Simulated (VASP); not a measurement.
```yaml
crystal:
  lattice:
    - [0.00000, 2.27968, 2.27968]
    - [2.27968, 0.00000, 2.27968]
    - [2.27968, 2.27968, 0.00000]
  atoms:
    - { symbol: Hf, position: [0.00000, 0.00000, 0.00000] }
    - { symbol: C, position: [0.50000, 0.50000, 0.50000] }
```

Level of theory: PBEsol GGA, VASP's PBE PAW potentials (set 64) (plane waves; VASP). Numerical set-up: 520 eV cut-off, 14×14×14 Γ-centred mesh, first-order Methfessel-Paxton smearing of 0.10 eV, potentials Hf_pv C.

Unless said otherwise, spin-orbit coupling is left out, though it shifts the bands of the heavy elements here.

Question: Predict the energy per atom (σ→0), pressure, band gap (on the k-mesh) with the smallest direct gap where there is one.

Answer: 
| Quantity | Result |
|---|---|
| band gap (on the k-mesh) | none (metal, semimetal or under 0.01 eV) |
| energy per atom (σ→0) | -11.089 eV/atom |
| pressure | 8.06 GPa |

Only differences to runs with the same potentials and settings are physical.

The compound is HfC in the rock salt structure. This cell is one point of a volume scan, at 0.97 of the reference volume.
